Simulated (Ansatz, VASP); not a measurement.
## Zr2Au in two plane-wave programs

One calculation is typed for both programs; each brings its own data sets and cutoff. How far apart do they land?

Program: Ansatz 0.2.0. Level of theory: plane waves, with VASP 6.6.1 beside it; relaxation of cell and atoms at PBEsol. Results are calculated unless marked as measured.

## 1. The structure

The structure is tetragonal, space group I4/mmm (No. 139). Conventional cell: a = 3.272 Å, b = 3.272 Å, c = 11.500 Å, α = 90.00°, β = 90.00°, γ = 90.00°. Nearest to Au lie 8 Zr at 2.96 Å and 4 Au at 3.27 Å. Nearest to Zr lie 4 Au at 2.96 Å and 8 Zr at 3.10 to 3.27 Å. Farther neighbours are not listed.

As a file:

```cif
data_structure
_symmetry_space_group_name_H-M 'P 1'
_symmetry_Int_Tables_number 1
_cell_length_a 6.1980
_cell_length_b 6.1980
_cell_length_c 6.1980
_cell_angle_alpha 149.390
_cell_angle_beta 149.390
_cell_angle_gamma 43.837
_cell_volume 61.56
loop_
_atom_site_label
_atom_site_type_symbol
_atom_site_fract_x
_atom_site_fract_y
_atom_site_fract_z
_atom_site_occupancy
Au1 Au 0.00000 0.00000 0.00000 1
Zr2 Zr 0.66000 0.66000 0.00000 1
Zr3 Zr 0.34000 0.34000 0.00000 1
```

## 2. VASP: relaxation of cell and atoms, PBEsol

The relaxed volume is the usual yardstick between codes: its relative difference is about their pressure difference at one cell divided by the bulk modulus.

Lines of VASP's logs that name or quote its potential files are left out, and so is its time.

INCAR reads:

```
SYSTEM = Zr2Au
PREC = Accurate
ENCUT = 350
EDIFF = 1E-06
NELM = 120
ISMEAR = 0
SIGMA = 0.1
LREAL = .FALSE.
ALGO = Normal
GGA = PS
NBANDS = 23
LORBIT = 11
LWAVE = .FALSE.
LCHARG = .FALSE.
KPAR = 3
IBRION = 2
NSW = 40
ISIF = 3
EDIFFG = -0.02
POTIM = 0.4
```

POSCAR reads:

```
Zr2Au
1.0
   -1.6360000000      1.6360000000      5.7500000000
    1.6360000000     -1.6360000000      5.7500000000
    1.6360000000      1.6360000000     -5.7500000000
Au Zr
1 2
Direct
    0.0000000000      0.0000000000      0.0000000000
    0.6600000000      0.6600000000      0.0000000000
    0.3400000000      0.3400000000      0.0000000000
```

KPOINTS reads:

```
Automatic mesh
0
Gamma
8 8 8
0 0 0
```

Potentials, in the order of the species: Au and Zr_sv (PBE family, release 64).

Command:

```sh
$ mpirun -np 3 vasp_std
```

Numbers of over 12 decimals in the logs are rounded to 6 here.

The program printed:

```text
[banner, memory and clock lines left out]
running    3 mpi-ranks, on    1 nodes
 distrk:  each k-point on    1 cores,    3 groups
 distr:  one band on    1 cores,    1 groups

 POSCAR found type information on POSCAR AuZr
 POSCAR found :  2 types and       3 ions
|                                                                             |
|               ----> ADVICE to this user running VASP <----                  |
|                                                                             |
|     You enforced a specific xc type in the INCAR file but a different       |
|     [... a line on the potential file left out ...]
|     I HOPE YOU KNOW WHAT YOU ARE DOING!                                     |
|                                                                             |

 LDA part: xc-table for (Slater+PW92), standard interpolation
 POSCAR, INCAR and KPOINTS ok, starting setup
 FFT: planning ... GRIDC
 FFT: planning ... GRID_SOFT
 FFT: planning ... GRID
 WAVECAR not read
 entering main loop
       N       E                     dE             d eps       ncg     rms          rms(c)
DAV:   1     0.223300318081E+03    0.22330E+03   -0.15004E+04  2874   0.109E+03
DAV:   2    -0.794630520415E+01   -0.23125E+03   -0.22489E+03  3169   0.338E+02
DAV:   3    -0.250293077949E+02   -0.17083E+02   -0.16937E+02  5136   0.631E+01
DAV:   4    -0.254452451643E+02   -0.41594E+00   -0.41547E+00  3020   0.110E+01
DAV:   5    -0.254585001973E+02   -0.13255E-01   -0.13254E-01  4340   0.146E+00    0.184E+01
DAV:   6    -0.237866749871E+02    0.16718E+01   -0.81469E+00  2952   0.208E+01    0.839E+00
DAV:   7    -0.234509283649E+02    0.33575E+00   -0.13922E+00  2976   0.852E+00    0.291E+00
DAV:   8    -0.233978488946E+02    0.53079E-01   -0.26891E-01  3888   0.325E+00    0.107E+00
DAV:   9    -0.233954663272E+02    0.23826E-02   -0.18393E-02  3383   0.111E+00    0.575E-01
DAV:  10    -0.233950116378E+02    0.45469E-03   -0.37748E-03  3650   0.525E-01    0.390E-02
DAV:  11    -0.233950193358E+02   -0.76980E-05   -0.17576E-04  3600   0.931E-02    0.213E-02
DAV:  12    -0.233950233242E+02   -0.39884E-05   -0.63415E-06  3372   0.184E-02    0.438E-03
DAV:  13    -0.233950233012E+02    0.22998E-07   -0.64838E-07  2128   0.704E-03
   1 F= -.23395023E+02 E0= -.23391543E+02  d E =-.233950E+02
[...]
2 F= -.23395369E+02 E0= -.23391773E+02  d E =-.345649E-03
[...]
3 F= -.23396106E+02 E0= -.23392564E+02  d E =-.108281E-02
[...]
4 F= -.23396284E+02 E0= -.23392744E+02  d E =-.177659E-03
 trial-energy change:   -0.000178  1 .order   -0.000180   -0.000254   -0.000105
 step:   1.5490(harm=  1.5490)  dis= 0.00371  next Energy=   -23.396323 (dE=-0.217E-03)
 bond charge predicted
       N       E                     dE             d eps       ncg     rms          rms(c)
DAV:   1    -0.233963062476E+02   -0.22639E-04   -0.20414E-02  2714   0.122E+00    0.543E-02
DAV:   2    -0.233963188390E+02   -0.12591E-04   -0.48336E-04  3312   0.192E-01    0.164E-02
DAV:   3    -0.233963178328E+02    0.10062E-05   -0.19859E-05  4020   0.286E-02    0.662E-03
DAV:   4    -0.233963180809E+02   -0.24805E-06   -0.23580E-06  2553   0.919E-03
   5 F= -.23396318E+02 E0= -.23392783E+02  d E =-.211972E-03
 curvature:  -0.84 expect dE=-0.247E-05 dE for cont linesearch -0.105E-08
 trial: gam=-0.01278 g(F)=  0.549E-07 g(S)=  0.289E-05 ort =-0.616E-06 (trialstep = 0.104E+01)
 search vector abs. value=  0.301E-05
 reached required accuracy - stopping structural energy minimisation
```

OUTCAR, selected parts (step 2):

```text
ion  position               nearest neighbor table
   1  0.000  0.000  0.000-   2 2.96   2 2.96   2 2.96   3 2.96   2 2.96   3 2.96   3 2.96   3 2.96

  LATTYP: Found a body centered tetragonal cell.
 ALAT       =     3.2720000000
 C/A-ratio  =     3.5146699267

 Subroutine GETGRP returns: Found 16 space group operations
 (whereof 16 operations were pure point group operations)

The static configuration has the point symmetry D_4h.

 Found     59 irreducible k-points:

   k-points           NKPTS =     59   k-points in BZ     NKDIM =     59   number of bands    NBANDS=     23

   dimension x,y,z NGX =    40 NGY =   40 NGZ =   40
   dimension x,y,z NGXF=    80 NGYF=   80 NGZF=   80

   ENCUT  =  350.0 eV  25.72 Ry    5.07 a.u.   9.45  9.45  9.45*2*pi/ulx,y,z

   NELECT =      35.0000    total number of electrons

 k-points in reciprocal lattice and weights: Automatic mesh
   0.00000000  0.00000000  0.00000000       0.002
   0.12500000  0.00000000 -0.00000000       0.016
   0.25000000  0.00000000 -0.00000000       0.016
   0.37500000  0.00000000  0.00000000       0.016
   0.50000000  0.00000000 -0.00000000       0.008
   0.12500000  0.12500000 -0.00000000       0.016
   0.25000000  0.12500000  0.00000000       0.031
   0.37500000  0.12500000 -0.00000000       0.031
   0.50000000  0.12500000 -0.00000000       0.031
[...]
-0.37500000 -0.37500000  0.37500000       0.004
   0.50000000  0.50000000  0.50000000       0.002

 average (electrostatic) potential at core
       1 -64.5759       2 -73.8441       3 -73.8441

 E-fermi :   9.6668

 k-point     1 :       0.0000    0.0000    0.0000
  band No.  band energies     occupation
    ...
     13       4.9438      2.00000
     14       5.3332      2.00000
     15       6.3867      2.00000
     16       7.6932      2.00000
     17       9.1291      2.00000
     18      10.2916      0.00000
     19      11.3760      0.00000
     20      11.3760      0.00000
     21      12.1254      0.00000
     22      12.2150      0.00000
    ...

 k-point     2 :       0.1250    0.0000   -0.0000
  band No.  band energies     occupation
    ...
     13       4.9402      2.00000
     14       5.2183      2.00000
     15       6.6786      2.00000
     16       7.9387      2.00000
     17       8.8552      2.00000
     18      10.3782      0.00000
     19      10.8352      0.00000
     20      11.1712      0.00000
     21      11.3506      0.00000
     22      11.7157      0.00000
    ...

 k-point     3 :       0.2500    0.0000   -0.0000
  band No.  band energies     occupation
    ...
     13       4.9165      2.00000
     14       4.9538      2.00000
     15       7.2485      2.00000
     16       8.2929      2.00000
     17       8.6433      2.00000
     18      10.2774      0.00000
     19      10.6162      0.00000
     20      10.8080      0.00000
     21      10.9572      0.00000
     22      11.0759      0.00000
    ...

  Total        0.0105807      0.0105807      0.0009416      0.0000000      0.0000000      0.0000000
  in kB        0.2768986      0.2768986      0.0246412      0.0000000      0.0000000      0.0000000
  external PRESSURE =       0.1928128 kB  Pullay stress =       0.0000000 kB

  energy-cutoff  :      350.00
  volume of cell :       61.22
      direct lattice vectors                 reciprocal lattice vectors
    -1.632995105  1.632995105  5.739489497     0.000000000  0.306185854  0.087115762
     1.632995105 -1.632995105  5.739489497     0.306185854  0.000000000  0.087115762
     1.632995105  1.632995105 -5.739489497     0.306185854  0.306185854  0.000000000

 POSITION                                       TOTAL-FORCE (eV/Angst)
 -----------------------------------------------------------------------------------
      0.00000      0.00000      0.00000         0.000000      0.000000      0.000000
      0.00000      0.00000      7.57057         0.000000      0.000000      0.000844
      0.00000      0.00000      3.90841        -0.000000     -0.000000     -0.000844
 -----------------------------------------------------------------------------------
    total drift:                               -0.000000     -0.000000     -0.000000

  FREE ENERGIE OF THE ION-ELECTRON SYSTEM (eV)
  ---------------------------------------------------
  free  energy   TOTEN  =       -23.3963180809 eV

  energy  without entropy=      -23.3892476279  energy(sigma->0) =      -23.39278285

 reached required accuracy - stopping structural energy minimisation

 total charge
# of ion       s       p       d       tot
------------------------------------------
    1        0.748   0.435   8.609   9.792
    2        2.222   5.977   1.581   9.780
    3        2.222   5.977   1.581   9.780
--------------------------------------------------
tot          5.192  12.389  11.771  29.352

[... 3 further parts left out ...]
```

CONTCAR:

```
Zr2Au
   1.00000000000000
    -1.6329951047928295    1.6329951047928295    5.7394894965038734
     1.6329951047928295   -1.6329951047928295    5.7394894965038734
     1.6329951047928295    1.6329951047928295   -5.7394894965038734
  Au              Zr
     1     2
Direct
     0.0000000000000000    0.0000000000000000    0.0000000000000000
     0.6595157619528733    0.6595157619528733    0.0000000000000000
     0.3404842380471266    0.3404842380471266    0.0000000000000000
```

The run keeps the 16 symmetry operations of its start, so it cannot find a distortion of lower symmetry.

## 3. Ansatz: relaxation of cell and atoms, PBEsol

Ansatz runs on its default PAW (the set named soft_2) files.

The same cell, functional, mesh and smearing now go to Ansatz, which takes its cutoff from its data sets.

input.yaml reads:

```yaml
crystal:
  lattice:
    - [-1.636, 1.636, 5.75]
    - [1.636, -1.636, 5.75]
    - [1.636, 1.636, -5.75]
  atoms:
    - { symbol: Au, position: [0.0, 0.0, 0.0] }
    - { symbol: Zr, position: [0.66, 0.66, 0.0] }
    - { symbol: Zr, position: [0.34, 0.34, 0.0] }
hamiltonian:
  xc: pbesol
  pseudopotentials: { kind: paw }
kpoints:
  mp_grid: { grid: [8, 8, 8] }
scf:
  occupations: { method: gaussian, width: 0.1 }
relax:
  f_tol: 0.01
  max_steps: 60
  cell: { stress_tol: 0.05 }
output:
  forces: true
  stress: true
  write_density: true
  write_potential: true
  elf: true
  volumetric_format: npy
```

Command:

```sh
$ ansatz run input.yaml --threads 4 --pin off --max-ram 9216MiB --backend cpu --events-out ev --progress --plain --runs-dir out
```

The program printed:

```text
basis.fft_grid_basis auto: the FFT boxes are laid along the combinations [[1, -1, 0], [0, 1, 0], [1, 0, 1]] of the cell's own vectors, 4.627, 6.198 and 3.272 Å long. The dense box has 32×45×24 points. Along the cell's own vectors, as sized, it would have 45×45×45, 2.64 times as many. Of the 16 symmetry operations that the crystal satisfies within crystal.symmetry.tolerance (time reversal apart; of a slab, those that  [...]
Engine: ansatz 0.2.0, x86_64-unknown-linux-gnu
Pseudopotentials: kind: paw
Pseudopotential: Au, paw, valence charge 19, recommended cutoff 420 eV (normal), Au.paw.azcp
Pseudopotential: Zr, paw, valence charge 12, recommended cutoff 420 eV (normal), Zr.paw.azcp
Functional definition: PBEsol
  exchange = pbesol_x
  correlation = pbesol_c
Crystal: 3 atoms, lattice volume = 61.559 Å³
Basis set: ecut = 420 eV, 1215 PW (Γ), FFT grids on a1−a2, a2, a1+a3, exchange–correlation on 64×90×48 points (8 copies of the dense FFT grid, shifted against one another)
Bands: 26, of which v1, the nominal top of the filled ones, is band 22 counted from 1 (21 counted from 0)
Symmetry: 16 space group operations
Space group: I4/mmm (ITA 139), of the structure as read, at distance tolerance 3.9e-5 Å
k-points: 59 of 512
Non-local potential: Au, projectors of the file, l = 0: 3, l = 1: 2, l = 2: 2, l = 3: 1
Non-local potential: Zr, projectors of the file, l = 0: 3, l = 1: 2, l = 2: 2, l = 3: 2
PAW form: soft (Blöchl's): semilocal exchange-correlation on the pseudo side does not see the compensation charge
PAW frozen core: Au, regenerated for the run's functional, and the local potential with it (the file was generated under x = pbe(κ = 0.804, μ = 0.219515), c = pbe(β = 0.066725))
PAW frozen core: Zr, regenerated for the run's functional, and the local potential with it (the file was generated under x = pbe(κ = 0.804, μ = 0.219515), c = pbe(β = 0.066725))
PAW one-centre angular grid: Au, 590 points (default); XC on 64 Gauss nodes
PAW one-centre angular grid: Zr, 590 points (default); XC on 64 Gauss nodes
Initial density: superposition of atomic densities (neutral atoms: chi_scale 0, normalization atom), corrected by the library's trained network
Initial wavefunctions: pseudopotential atomic-orbital guess
Functional: x = pbesol(κ = 0.804, μ = 0.123457), c = pbesol(β = 0.046)
SCF iter   1: F=—  HF=-21265.686234 eV  |F-HF|=—  |Δ(HF+E_count)|=         —  Δρ=5.83e-3  dr2=2.15e-2  ethr=1.77e-3  ⟨swp⟩=3.9  Hψ=5233  notcnv=0
preconditioner: auto → Kerker (q_TF=auto, 2.570 Å⁻¹)  [metal: Δε(μ)=0.067 eV  Ē_g=5.175 eV  σ=0.100 eV  W_gap=0.35  n_scr=20 (ndim 8)  ℏωp=20.6 eV  f_vac=0.000  D(μ)=1.32/eV (n_scr^D=2)]
SCF iter   2: F=—  HF=-21265.684814 eV  |F-HF|=—  |Δ(HF+E_count)|=   1.42e-3  Δρ=3.36e-3  dr2=9.37e-3  ethr=5.00e-5  ⟨swp⟩=1.2  Hψ=2027  notcnv=0
SCF iter   3: F=—  HF=-21265.683292 eV  |F-HF|=—  |Δ(HF+E_count)|=   1.52e-3  Δρ=5.79e-4  dr2=3.05e-4  ethr=2.18e-5  ⟨swp⟩=2.0  Hψ=1788  notcnv=0
SCF iter   4: F=—  HF=-21265.683236 eV  |F-HF|=—  |Δ(HF+E_count)|=   5.56e-5  Δρ=2.33e-4  dr2=3.39e-5  ethr=7.10e-7  ⟨swp⟩=2.1  Hψ=2164  notcnv=0
SCF iter   5: F=—  HF=-21265.683227 eV  |F-HF|=—  |Δ(HF+E_count)|=   9.38e-6  Δρ=4.05e-5  dr2=1.09e-6  ethr=7.89e-8  ⟨swp⟩=2.9  Hψ=2310  notcnv=0
SCF iter   6: F=-21265.683227 eV  HF=-21265.683227 eV  |F-HF|=7.40e-9  |Δ(HF+E_count)|=   1.56e-7  Δρ=8.36e-6  dr2=3.85e-8  ethr=2.33e-10  ⟨swp⟩=8.0  Hψ=9638  notcnv=0
SCF 1 converged in 6 iterations: F = -21265.683227 eV  dr2 = 3.85e-8
  greatest PAW one-centre occupation: 1.001 electrons in one spin orbital (limit 2), on the Au atom at site 0 (counted from 0), in its partial waves of l = 0
relax step   1: F+E_penalty+E_count = -21265.68322692 eV  Δ(F+E_penalty+E_count) = +0.000e0 eV  max|allowed force component| = 7.135e-2 eV/Å  Δτ_max = 0.0000 Å  P = -0.066 GPa  Ω = 61.559 Å³  (6 SCF iters, dr2 threshold 1.00e-7 eV, accepted)
[...]
relax step   2: F+E_penalty+E_count = -21265.68130915 eV  Δ(F+E_penalty+E_count) = +1.918e-3 eV  max|allowed force component| = 1.819e-1 eV/Å  Δτ_max = 0.0171 Å  P = -0.023 GPa  Ω = 61.575 Å³  energy of the carried Pulay correction = -2.735e-6 eV  (5 SCF iters, dr2 threshold 3.00e-7 eV, rejected (line search))
[...]
relax step   3: F+E_penalty+E_count = -21265.68357856 eV  Δ(F+E_penalty+E_count) = -3.516e-4 eV  max|allowed force component| = 4.859e-4 eV/Å  Δτ_max = 0.0048 Å  P = -0.000 GPa  Ω = 61.537 Å³  energy of the carried Pulay correction = +4.024e-6 eV  (8 SCF iters, accepted)
[...]
relax step   4: F+E_penalty+E_count = -21265.68357536 eV  Δ(F+E_penalty+E_count) = +3.199e-6 eV  max|allowed force component| = 4.873e-4 eV/Å  Δτ_max = 0.0000 Å  P = -0.000 GPa  Ω = 61.537 Å³  stress off target by 2.15e-2 GPa  SCF on the basis re-selected at this cell (its energy is not comparable with the rows above)  (3 SCF iters)
basis re-selected at this cell: Δ(F+E_penalty+E_count) = +3.199e-6 eV, ΔP = +0.000 GPa vs the last step (what re-selecting the basis moved, of the pressure what is left beyond the Pulay correction that the steps carried, after the strain that the cell walked since its last selection, with what the two solves' SCF thresholds leave and, on support functions, any second-order correction that the steps lacked; it is no m [...]
SCF converged after 3 iterations
Free energy (F): -21265.683575 eV
Harris-Foulkes:  -21265.683575 eV  (|F-HF|=3.64e-12)
Internal energy: -21265.676642 eV  (E = F + TS)
E sigma→0 (E₀):  -21265.680108 eV
Entropy (-TS):   -0.006934 eV (-2.311 meV/atom)
Fermi energy:    16.464314 eV
--- Per-component energies (eV) ---
  E_band       = -440.602151
  E_kinetic    = 1270.918996
  E_local      = -3467.627197  (includes V_loc(G=0)·N_el)
  E_nonlocal   = 237.347640
  E_hartree    = 1350.612223
  E_xc         = -549.027948
  E_vxc        = -657.286566  (∫ρ·V_xc dr)
  E_paw        = -15364.382604  (= ΣΔE_a)
  E_vpaw       = -525.180831  (= ΣTr[D̂ρ^β])
  E_aug_tail   = 0.001410  (compensation charges beyond the density's cutoff)
  E_ewald      = -4744.160082
  E_core_change = 0.640920  (= ΣΔE_core)
  E_smearing   = -0.006934  (= −TS)
  E_closure    = -0.000000  (closes the sum)
  Σ components = -21265.683575   (vs F -21265.683575, Δ=0.00e0)
--- Forces (eV/Å), atoms counted from 1 ---
  atom   1  Au     0.00000000    -0.00000000     0.00000000
  atom   2  Zr    -0.00000000    -0.00000000     0.00048726
  atom   3  Zr     0.00000000     0.00000000    -0.00048726
  max |Σ_I F_I| component: 2.60e-18 eV/Å
--- Stress (GPa, compression-positive) ---
        0.010572       0.000000       0.000000
        0.000000       0.010572       0.000000
        0.000000       0.000000      -0.021511
  P = ⅓ Tr σ = -0.0001 GPa (-0.001 kbar)
--- Band table (eV; the first three rows and the last of 59) ---
  k-point 0: bands = [... 18 lower, 13.1970, 14.5063, 15.9177, 17.0935, 18.1625, 18.1625, 18.9182, 19.0008]
  k-point 1: bands = [... 18 lower, 13.8462, 14.9270, 15.4781, 17.1645, 17.3939, 18.0016, 18.0058, 18.6923]
  k-point 2: bands = [... 18 lower, 14.8837, 15.2104, 15.5860, 16.9796, 17.3449, 17.4447, 18.1775, 18.2553]
  k-point 58: bands = [... 18 lower, 12.1671, 15.0114, 15.8338, 16.4817, 17.3050, 17.3050, 19.4012, 19.4695]
--- Relaxed structure (3 steps of the walk, 2 accepted, 1 SCFs on fresh bases) ---
  F+E_penalty+E_count = -21265.68357536 eV   max|allowed force component| = 4.873e-4 eV/Å   (the final SCF, on the basis selected at the relaxed cell)
  cell:  # Å, volume = 61.5368 Å³
    - [-1.636022, 1.636022, 5.747733]
    - [1.636022, -1.636022, 5.747733]
    - [1.636022, 1.636022, -5.747733]
  atoms:
    - { symbol: Au, position: [0, 0, 0] }
    - { symbol: Zr, position: [0.659582, 0.659582, 0] }
    - { symbol: Zr, position: [0.340418, 0.340418, 0] }
```

It took 4.3 s on 4 threads of Intel Xeon Platinum 8488C (Sapphire Rapids), shared host; peak memory 0.52 GiB.

## 4. Differences

Known differences besides the potentials themselves: both relaxations stop at a tolerance, which leaves soft axes loose, and VASP keeps its plane-wave basis; the data sets hold 43 valence electrons in Ansatz (default PAW (the set named soft_2) files) and 35 in VASP; the cutoff is 420 eV in Ansatz and 350 eV in VASP; Ansatz makes its cores anew for this functional, VASP keeps those of its PBE data sets; VASP leaves aspherical gradient terms in its spheres out (LASPH is not set), Ansatz keeps them; Ansatz adds a Pulay correction to the stress that steers its cell, VASP none. Total energies have different zeros and are not compared.

Compared:

| quantity | Ansatz | VASP | difference |
| --- | --- | --- | --- |
| volume (Å³) | 61.54 | 61.22 | +0.52 % |
| edge a after relaxation, in the typed setting (Å) | 6.196 | 6.187 | +0.15 % |

The walks stopped with 0.00 GPa left in Ansatz and 0.02 GPa in VASP; each walk ends within a tolerance, so the volume difference is uncertain by about these residues over the bulk modulus, most in soft cells.

## 5. What came out

```json
{
 "difference in volume (relaxation of cell and atoms, PBEsol)": "0.52 %"
}
```

In words: The difference in volume is 0.52 % (relaxation of cell and atoms, PBEsol), within the 1.2 % picked in this series as the mark of a large difference, as far as the stopping tolerances let one tell. How closely two codes agree says nothing of how well the functional describes the real material.

[Lines on the potential files, build, host, timing and source positions are cut from VASP's logs without a mark.]

[Logs are printed without paths, hosts, clocks, repeated set-up lines and the standing remarks that a program may print on its own settings, such as how far it seeks lower states.]

[Hosts, paths, dates, database ids (printed as entryN), source tags and the programs' standing remarks are cut or masked in the printed files.]
